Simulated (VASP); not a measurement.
Level of theory: PW91 GGA, VASP's PBE PAW potentials (set 64) (plane waves; VASP).

Input for VASP

**POSCAR**
```
AgCl
1
    0.0000000000     2.8243551094     2.8243551094
    2.8243551094     0.0000000000     2.8243551094
    2.8243551094     2.8243551094     0.0000000000
Ag Cl
1 1
Direct
  0.0000000000   0.0000000000   0.0000000000
  0.5000000000   0.5000000000   0.5000000000
```

File KPOINTS:
```
Automatic mesh
0
Gamma
8 8 8
0 0 0
```

### INCAR
```
# general
SYSTEM  = AgCl
PREC    = Accurate
ENCUT   = 520
LREAL   = .FALSE.
LASPH   = .TRUE.

# electronic loop
EDIFF   = 1E-7   # SCF stop (eV)
NELM    = 100   # most electronic steps
ALGO    = Normal
LMAXMIX = 4   # l cut-off of mixed one-centre charges

# smearing
ISMEAR  = 0   # Gaussian
SIGMA   = 0.05

# functional
GGA     = 91   # PW91

# ions
ISIF    = 2

# output
LWAVE   = .FALSE.
LCHARG  = .FALSE.
```

POTCAR, in this order: Ag Cl (PBE.64 set). Program: vasp_std.

Output of the run:

### OSZICAR
```
       N       E                     dE             d eps       ncg     rms          rms(c)
DAV:   1     0.959268114932E+02    0.95927E+02   -0.87649E+03   794   0.124E+03
DAV:   2    -0.139908640707E+01   -0.97326E+02   -0.90630E+02   894   0.246E+02
DAV:   3    -0.564093862750E+01   -0.42419E+01   -0.42242E+01   904   0.547E+01
DAV:   4    -0.567535919392E+01   -0.34421E-01   -0.34416E-01   829   0.547E+00
DAV:   5    -0.567585880698E+01   -0.49961E-03   -0.49961E-03   919   0.674E-01    0.537E+00
DAV:   6    -0.546907303357E+01    0.20679E+00   -0.40134E-01   836   0.859E+00    0.356E+00
DAV:   7    -0.546615135495E+01    0.29217E-02   -0.10801E-01   769   0.264E+00    0.191E+00
DAV:   8    -0.546533206806E+01    0.81929E-03   -0.63422E-03   784   0.998E-01    0.296E-01
DAV:   9    -0.546533310946E+01   -0.10414E-05   -0.75623E-04   849   0.434E-01    0.515E-02
DAV:  10    -0.546540689729E+01   -0.73788E-04   -0.15804E-04   759   0.119E-01    0.311E-02
DAV:  11    -0.546541117486E+01   -0.42776E-05   -0.40520E-06   847   0.208E-02    0.620E-03
DAV:  12    -0.546541115859E+01    0.16271E-07   -0.43712E-07   871   0.709E-03
   1 F= -.54654112E+01 E0= -.54654112E+01  d E =-.176512E-12
```

OUTCAR:
```
------------------------ aborting loop because EDIFF is reached ----------------------------------------
  FORCE on cell =-STRESS in cart. coord.  units (eV):
  Direction    XX          YY          ZZ          XY          YZ          ZX
  --------------------------------------------------------------------------------------
  Total       -0.3388046     -0.3388046     -0.3388046     -0.0000000     -0.0000000      0.0000000
  in kB      -12.0468072    -12.0468072    -12.0468072     -0.0000000     -0.0000000      0.0000000
  external PRESSURE =     -12.0468072 kB  Pullay stress =       0.0000000 kB
  volume of cell :       45.06
      direct lattice vectors                 reciprocal lattice vectors
     0.000000000  2.824355109  2.824355109    -0.177031563  0.177031563  0.177031563
     2.824355109  0.000000000  2.824355109     0.177031563 -0.177031563  0.177031563
     2.824355109  2.824355109  0.000000000     0.177031563  0.177031563 -0.177031563
  FREE ENERGIE OF THE ION-ELECTRON SYSTEM (eV)
  ---------------------------------------------------
  free  energy   TOTEN  =        -5.4654111586 eV

  energy  without entropy=       -5.4654111586  energy(sigma->0) =       -5.46541116
```
(Selected blocks of OUTCAR.)

The compound is AgCl in the rock salt structure. This cell is one point of a volume scan, at 1.03 of the reference volume.
